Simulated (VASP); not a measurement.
Te2Mo:

```
Te Mo
1.0
     3.51820    0.00000    0.00000
    -1.75910    3.04685    0.00000
     0.00000    0.00000   13.97360
Te Mo
4 2
Direct
  0.33333 0.66667 0.62100
  0.66667 0.33333 0.12100
  0.33333 0.66667 0.87900
  0.66667 0.33333 0.37900
  0.33333 0.66667 0.25000
  0.66667 0.33333 0.75000
```

```yaml
Program: VASP 6.6.1
Task: relaxation of cell and atoms
Functional: PBE
Dispersion: D3(BJ)
Potentials_or_basis: VASP PAW PBE potentials, release 64 (Te, Mo_sv)
Cutoff: 600 eV
k_mesh: 9 × 9 × 2
Occupations: gaussian, width 0.02 eV
Spin: no spin polarisation
```

At the start: pressure -0.5 GPa; volume 24.96 Å³/atom.

Task: Where does the relaxation end?

Result: Over 14 steps the energy falls by 4.2 meV/atom and the volume is 24.13 Å³/atom (-3.4 %); space group P6_3/mmc (No. 194, to 0.05 Å).

Step by step:
| step | energy change (eV) | largest force (eV/Å) | pressure (GPa) | volume (Å³) |
| --- | --- | --- | --- | --- |
| 1 | 0.0000 | 0.1796 | -0.53 | 149.79 |
| 2 | -0.0099 | 0.1635 | 0.04 | 148.02 |
| 3 | -0.0110 | 0.1565 | 0.32 | 147.24 |
| 4 | -0.0144 | 0.0388 | -0.55 | 147.37 |
| 5 | -0.0146 | 0.0023 | -0.39 | 147.35 |
| 6 | -0.0188 | 0.0016 | -0.37 | 146.74 |
| 7 | -0.0252 | 0.0061 | -0.03 | 144.92 |
| 8 | -0.0253 | 0.0078 | 0.01 | 144.64 |
| 9 | -0.0253 | 0.0087 | 0.05 | 144.58 |
| 10 | -0.0253 | 0.0133 | -0.02 | 144.72 |
| 11 | -0.0253 | 0.0132 | -0.02 | 144.71 |
| 12 | -0.0253 | 0.0003 | 0.02 | 144.71 |
| 13 | -0.0253 | 0.0030 | 0.02 | 144.71 |
| 14 | -0.0254 | 0.0009 | 0.00 | 144.76 |

Final structure:
```cif
data_structure
_symmetry_space_group_name_H-M 'P 1'
_symmetry_Int_Tables_number 1
_cell_length_a 3.4954
_cell_length_b 3.4954
_cell_length_c 13.6814
_cell_angle_alpha 90.000
_cell_angle_beta 90.000
_cell_angle_gamma 120.000
_cell_volume 144.76
loop_
_atom_site_label
_atom_site_type_symbol
_atom_site_fract_x
_atom_site_fract_y
_atom_site_fract_z
_atom_site_occupancy
Te1 Te 0.33333 0.66667 0.61710 1
Te2 Te 0.66667 0.33333 0.11710 1
Te3 Te 0.33333 0.66667 0.88290 1
Te4 Te 0.66667 0.33333 0.38290 1
Mo1 Mo 0.33333 0.66667 0.25000 1
Mo2 Mo 0.66667 0.33333 0.75000 1
```
